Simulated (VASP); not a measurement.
# BBrCl₂: screened Coulomb integrals of an active space by constrained RPA

BBrCl₂, molecule in box, 4 atoms in the cell.

| Functional | Screened U within a state, mean (eV) | Screened U' between states, mean (eV) | Screened J (eV) | Bare U within a state, mean (eV) | Bare U' between states, mean (eV) | Time (s) |
|---|---|---|---|---|---|---|
| LDA | 6.59 | 5.41 | 0.07 | 9.61 | 7.20 | 803 |
| PBE | 6.64 | 5.42 | 0.07 | 9.67 | 7.19 | 776 |
| r2SCAN | 6.86 | 5.57 | 0.07 | 9.70 | 7.19 | 1112 |
| PBE0 | 7.18 | 5.77 | 0.07 | 9.75 | 7.15 | 721 |
| HSE06 | 6.98 | 5.60 | 0.07 | 9.76 | 7.16 | 829 |

Limits: the periodic box is only 6.59 Å wide at its narrowest and no larger one was tried.

## Input of the first row

INCAR.step1:
```
ENCUT = 420
PREC = Accurate
ISMEAR = -1
SIGMA = 0.02
LASPH = T
EDIFF = 1E-7
GGA = CA
ALGO = Normal
NELM = 150
LWAVE = T
LCHARG = F
```

INCAR.step2, as INCAR.step1 but for:
```
- ALGO = Normal
- NELM = 150
+ ALGO = Exact
+ NELM = 1
+ NBANDS = 132
+ LOPTICS = T
```

INCAR.step3:
```
ENCUT = 420
PREC = Accurate
ISMEAR = -1
SIGMA = 0.02
LASPH = T
GGA = CA
ALGO = CRPA
NBANDS = 132
ENCUTGW = 90
PRECFOCK = Fast
LOCALIZED_BASIS = BLOCH
LWAVE = F
LCHARG = F
NCRPA_BANDS = 12 13
NTARGET_STATES = 12 13
```

KPOINTS:
```
k-points
0
Gamma
  1 1 1
```

POSCAR:
```
BBrCl2
1.0
    6.5900000000      0.0000000000      0.0000000000
    0.0000000000      7.6700000000      0.0000000000
    0.0000000000      0.0000000000      7.7000000000
Cl B Br
2 1 1
Direct
    0.6206525100      0.6316883900      0.6752207800
    0.5997420200      0.3259256800      0.4315324600
    0.5379666100      0.5398891700      0.4818831100
    0.3793474900      0.6740743200      0.3247792200
```

Commands (each step's output is kept before the next begins):
```
cat potpaw_LDA.64/Cl_GW/POTCAR potpaw_LDA.64/B_GW/POTCAR potpaw_LDA.64/Br_GW/POTCAR > POTCAR
cp INCAR.step1 INCAR
mpirun -np 4 vasp_std > vasp.out
cp INCAR.step2 INCAR
mpirun -np 4 vasp_std > vasp.out
cp INCAR.step3 INCAR
mpirun -np 4 vasp_std > vasp.out
```

Changes of the last row against the first:
```
(all steps)
- GGA = CA
+ GGA = PE
+ LHFCALC = True
+ HFSCREEN = 0.2
- cat potpaw_LDA.64/Cl_GW/POTCAR potpaw_LDA.64/B_GW/POTCAR potpaw_LDA.64/Br_GW/POTCAR > POTCAR
+ cat potpaw_PBE.64/Cl_GW/POTCAR potpaw_PBE.64/B_GW/POTCAR potpaw_PBE.64/Br_GW/POTCAR > POTCAR
```

VASP 6.6.1 took 803 s on 4 cores (Intel Xeon Platinum 8488C (Sapphire Rapids)), a shared host.
